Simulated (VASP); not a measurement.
These are PBE GGA, VASP's PBE PAW potentials (set 64) (plane waves; VASP 6.6.1) values and carry that method's errors.

VASP input:

**INCAR**
```
SYSTEM = Ni3Fe
PREC = Accurate; ENCUT = 400; LREAL = .FALSE.
LASPH = .TRUE.
EDIFF = 1E-6; NELM = 100; ALGO = Normal
LMAXMIX = 4
ISMEAR = 0; SIGMA = 0.05
GGA = PE
MAGMOM = 2.9 -0.6 0.6 -0.6
ISPIN = 2
ISIF = 2
LWAVE = .FALSE.; LCHARG = .FALSE.; LORBIT = 11
```

### POSCAR
```
Ni3Fe
1
    3.5402536788     0.0000000000     0.0000000000
    0.0000000000     3.5402536788     0.0000000000
    0.0000000000     0.0000000000     3.5402536788
Fe Ni
1 3
Direct
  0.0000000000   0.0000000000   0.0000000000
  0.0000000000   0.5000000000   0.5000000000
  0.5000000000   0.0000000000   0.5000000000
  0.5000000000   0.5000000000   0.0000000000
```

**KPOINTS**
```
Regular mesh
0
G
  10 10 10
```

POTCAR, in this order: Fe Ni (PBE.64 set). Program: vasp_std.

Output of the run:

**OUTCAR**
```
 ion  position               nearest neighbor table
   1  0.000  0.000  0.000-   2 2.50   3 2.50   4 2.50   2 2.50   3 2.50   2 2.50   4 2.50   2 2.50
                             3 2.50   4 2.50   3 2.50   4 2.50
   2  0.000  0.500  0.500-   1 2.50   3 2.50   4 2.50   1 2.50   4 2.50   1 2.50   3 2.50   1 2.50
                             3 2.50   4 2.50   4 2.50   3 2.50
   3  0.500  0.000  0.500-   1 2.50   2 2.50   4 2.50   1 2.50   4 2.50   2 2.50   4 2.50   4 2.50
                             1 2.50   2 2.50   1 2.50   2 2.50
   4  0.500  0.500  0.000-   1 2.50   2 2.50   3 2.50   2 2.50   3 2.50   1 2.50   3 2.50   3 2.50
                             1 2.50   2 2.50   2 2.50   1 2.50
  LATTYP: Found a simple cubic cell.
 ALAT       =     3.5402536788
 Subroutine PRICEL returns:
 Original cell was already a primitive cell.
 Subroutine GETGRP returns: Found 48 space group operations
The static configuration has the point symmetry O_h .
The dynamic configuration has the point symmetry O_h .
 Subroutine GETGRP returns: Found 16 space group operations
The overall configuration has the point symmetry D_4h.
 Subroutine INISYM returns: Found 16 space group operations
 Subroutine IBZKPT returns following result:
 Found    126 irreducible k-points:

 Following reciprocal coordinates:
            Coordinates               Weight
  0.000000  0.000000  0.000000      1.000000
  0.100000  0.000000  0.000000      4.000000
  0.000000  0.100000  0.000000      2.000000
  0.200000  0.000000  0.000000      4.000000
  0.000000  0.200000  0.000000      2.000000
  0.300000  0.000000  0.000000      4.000000
  0.000000  0.300000  0.000000      2.000000
  0.400000  0.000000  0.000000      4.000000
  0.000000  0.400000  0.000000      2.000000
  0.500000  0.000000  0.000000      2.000000
  0.000000  0.500000  0.000000      1.000000
  0.100000  0.100000  0.000000      8.000000
  0.100000  0.000000  0.100000      4.000000
  0.200000  0.100000  0.000000      8.000000
  0.000000  0.200000  0.100000      8.000000
  0.100000  0.000000  0.200000      8.000000
...
```

OSZICAR:
```
       N       E                     dE             d eps       ncg     rms          rms(c)
DAV:   1     0.214509872188E+03    0.21451E+03   -0.14775E+04 12488   0.183E+03
DAV:   2    -0.169318724728E+02   -0.23144E+03   -0.22500E+03 12512   0.356E+02
DAV:   3    -0.287110035900E+02   -0.11779E+02   -0.11263E+02 13120   0.111E+02
DAV:   4    -0.289382708029E+02   -0.22727E+00   -0.22487E+00 13016   0.150E+01
DAV:   5    -0.289438737906E+02   -0.56030E-02   -0.56022E-02 16488   0.201E+00    0.217E+01
DAV:   6    -0.279794525830E+02    0.96442E+00   -0.56534E+01 13296   0.116E+02    0.319E+01
DAV:   7    -0.295171885641E+02   -0.15377E+01   -0.27737E+01 16016   0.147E+02    0.260E+01
DAV:   8    -0.247688620531E+02    0.47483E+01   -0.16778E+01 14792   0.613E+01    0.701E+00
DAV:   9    -0.251145050055E+02   -0.34564E+00   -0.14923E+00 14696   0.268E+01    0.560E+00
DAV:  10    -0.250396496565E+02    0.74855E-01   -0.61780E-01 13680   0.259E+01    0.313E+00
DAV:  11    -0.250078107548E+02    0.31839E-01   -0.18917E-01 16752   0.102E+01    0.124E+00
DAV:  12    -0.250054293966E+02    0.23814E-02   -0.44602E-02 19384   0.349E+00    0.102E+00
DAV:  13    -0.250048749129E+02    0.55448E-03   -0.48480E-03 13920   0.161E+00    0.463E-01
DAV:  14    -0.250047998908E+02    0.75022E-04   -0.26194E-03 18264   0.110E+00    0.927E-02
DAV:  15    -0.250049249698E+02   -0.12508E-03   -0.48017E-04 14456   0.295E-01    0.138E-01
DAV:  16    -0.250048959255E+02    0.29044E-04   -0.96329E-05 16704   0.252E-01    0.473E-02
DAV:  17    -0.250048972930E+02   -0.13675E-05   -0.16267E-05 16368   0.533E-02    0.398E-02
DAV:  18    -0.250048929385E+02    0.43544E-05   -0.11193E-05 14864   0.890E-02    0.241E-03
DAV:  19    -0.250048934251E+02   -0.48660E-06   -0.22432E-06  8336   0.158E-02
   1 F= -.25004893E+02 E0= -.25002733E+02  d E =-.432126E-02  mag=     4.7438
```

**OUTCAR**
```
------------------------ aborting loop because EDIFF is reached ----------------------------------------
  FORCE on cell =-STRESS in cart. coord.  units (eV):
  Direction    XX          YY          ZZ          XY          YZ          ZX
  --------------------------------------------------------------------------------------
  Total       -0.0671811     -0.0675232     -0.0671811      0.0000000      0.0000000      0.0000000
  in kB       -2.4257961     -2.4381502     -2.4257961      0.0000000      0.0000000      0.0000000
  external PRESSURE =      -2.4299141 kB  Pullay stress =       0.0000000 kB
  volume of cell :       44.37
      direct lattice vectors                 reciprocal lattice vectors
     3.540253679  0.000000000  0.000000000     0.282465634  0.000000000  0.000000000
     0.000000000  3.540253679  0.000000000     0.000000000  0.282465634  0.000000000
     0.000000000  0.000000000  3.540253679     0.000000000  0.000000000  0.282465634
 POSITION                                       TOTAL-FORCE (eV/Angst)
 -----------------------------------------------------------------------------------
      0.00000      0.00000      0.00000         0.000000      0.000000      0.000000
      0.00000      1.77013      1.77013         0.000000      0.000000      0.000000
      1.77013      0.00000      1.77013         0.000000      0.000000      0.000000
      1.77013      1.77013      0.00000         0.000000      0.000000      0.000000
 -----------------------------------------------------------------------------------
    total drift:                                0.000000     -0.000000     -0.000000
  FREE ENERGIE OF THE ION-ELECTRON SYSTEM (eV)
  ---------------------------------------------------
  free  energy   TOTEN  =       -25.0048934251 eV

  energy  without entropy=      -25.0005721643  energy(sigma->0) =      -25.00273279

 total charge

# of ion       s       p       d       tot
------------------------------------------
    1        0.475   0.506   6.113   7.094
    2        0.505   0.513   8.321   9.340
    3        0.505   0.513   8.321   9.340
    4        0.505   0.513   8.321   9.340
--------------------------------------------------
tot          1.990   2.047  31.077  35.113

 magnetization (x)

# of ion       s       p       d       tot
------------------------------------------
    1        0.011   0.002   2.882   2.895
    2       -0.016  -0.043   0.684   0.625
    3       -0.016  -0.043   0.684   0.625
    4       -0.016  -0.043   0.684   0.625
--------------------------------------------------
tot         -0.036  -0.128   4.934   4.770
```
(Selected blocks of OUTCAR.)

File OUTCAR:
```
 val. band max:        8.6167292205   @ k =   0.1000   0.4000   0.1000

 cond. band min:       8.6210009106   @ k =   0.4000   0.0000   0.0000


 Fermi energy:         8.6200999495

 spin component 1

 k-point     1 :       0.0000    0.0000    0.0000
  band No.  band energies     occupation
      1      -0.4707      1.00000
      2       3.3141      1.00000
      3       3.3141      1.00000
      4       3.9839      1.00000
      5       4.0558      1.00000
      6       4.0558      1.00000
      7       4.0558      1.00000
      8       5.9233      1.00000
      9       5.9233      1.00000
     10       5.9233      1.00000
     11       6.9481      1.00000
     12       6.9481      1.00000
     13       7.7807      1.00000
     14       7.7807      1.00000
     15       7.8197      1.00000
     16       7.9067      1.00000
     17       7.9068      1.00000
     18       7.9068      1.00000
     19       7.9967      1.00000
     20       7.9967      1.00000
     21       7.9967      1.00000
     22      10.8760      0.00000
     23      10.8760      0.00000
     24      10.8760      0.00000

 k-point     2 :       0.1000    0.0000    0.0000
  band No.  band energies     occupation
      1      -0.3409      1.00000
      2       3.3560      1.00000
      3       3.3753      1.00000
      4       4.0317      1.00000
      5       4.0947      1.00000
      6       4.1009      1.00000
      7       4.1009      1.00000
      8       5.8770      1.00000
      9       5.9580      1.00000
     10       5.9580      1.00000
     11       6.8993      1.00000
     12       6.9626      1.00000
     13       7.6544      1.00000
     14       7.6544      1.00000
     15       7.7228      1.00000
     16       7.7474      1.00000
     17       7.7856      1.00000
     18       7.8969      1.00000
     19       7.8969      1.00000
     20       7.9069      1.00000
     21       7.9969      1.00000
     22      10.2152      0.00000
...
```

The compound is Ni3Fe in the L1_2 structure. It was relaxed first. VASP warned that the highest band is occupied, so more bands are needed.
